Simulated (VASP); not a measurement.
Consider the following.

```xyz
2
Lattice="2.7391 0.0000 0.0000 0.0000 2.7391 0.0000 0.0000 0.0000 2.7391" Properties=species:S:1:pos:R:3 pbc="T T T"
Al     1.3696     1.3696     1.3696
Fe     0.0000     0.0000     0.0000
```

Computed with LDA (Ceperley-Alder, Perdew-Zunger), VASP's LDA PAW potentials (set 64) (plane waves; VASP). Numerical set-up: 500 eV cut-off, 13×13×13 Γ-centred mesh, first-order Methfessel-Paxton smearing of 0.10 eV, potentials Al Fe.

Energy and stress use the plane-wave basis of the starting cell.

Problem. The ions, cell shape and volume at an external pressure of 30.0 GPa are relaxed. Predict the relaxed structure.

Solution. 
```xyz
2
Lattice="2.7097 0.0000 0.0000 0.0000 2.7097 0.0000 0.0000 0.0000 2.7097" Properties=species:S:1:pos:R:3 pbc="T T T"
Al     1.3548     1.3548     1.3548
Fe     0.0000     0.0000     0.0000
```
Space group Pm-3m (221), at a tolerance of 0.03 Å.

Problem. How do energy and volume change from the first to the last step?

Solution. The energy (σ→0) changes by +50.5 meV/atom and the volume by -3.2 %, in 3 ionic steps.

The compound is FeAl in the CsCl type structure. This run relaxes it under an external pressure of 30 GPa. Symmetry was kept, so distortions that lower it aren't found. The run is not spin-polarised, so no magnetic state was tried. The electron count is odd and the run is not spin-polarised, which forces a metal.
